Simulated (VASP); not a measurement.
```
Gd
1.0
    1.84819    -3.20116     0.00000
    1.84819     3.20116     0.00000
    0.00000     0.00000     5.63987
Gd
2
Direct
  0.33333   0.66667   0.25000
  0.66667   0.33333   0.75000
```

The numbers are results of r2SCAN meta-GGA with spin-orbit coupling, VASP's PBE PAW potentials (set 64) (plane waves; VASP), not measurements. Run with 400 eV cut-off, 10×10×6 Γ-centred mesh, Gaussian smearing of 0.050 eV, potentials Gd_3.

The 4f electrons are frozen in the core of the lanthanide potential, so 4f levels, which can set the real gap, and their magnetism are missing.

Q: Give the energies of bands 13 to 25 at the high-symmetry points, in eV from the Fermi level.

A: 
```
band      Γ      M      K      A      L      H
----  -----  -----  -----  -----  -----  -----
13    -4.94  -1.81  -1.00  -3.28  -1.88  -0.53
14    -4.94  -1.81  -1.00  -3.28  -1.88  -0.53
15    -2.10  -1.47  -0.84  -3.28  -1.88  -0.52
16    -2.10  -1.47  -0.84  -3.28  -1.88  -0.52
17     1.53  -0.98  -0.66   1.09   0.07  -0.47
18     1.53  -0.98  -0.66   1.09   0.07  -0.47
19     1.69   0.03  -0.47   1.09   0.07  -0.38
20     1.69   0.03  -0.47   1.09   0.07  -0.38
21     1.90   1.40   1.23   1.60   1.73   0.49
22     1.90   1.40   1.23   1.60   1.73   0.49
23     2.39   1.76   1.30   1.60   1.73   0.63
24     2.40   1.76   1.30   1.60   1.73   0.63
25     2.46   2.49   2.77   1.75   3.00   3.02
```

It has no gap at this level: it comes out as a metal or semimetal.

The compound is Gd in the hcp structure. It was relaxed first.
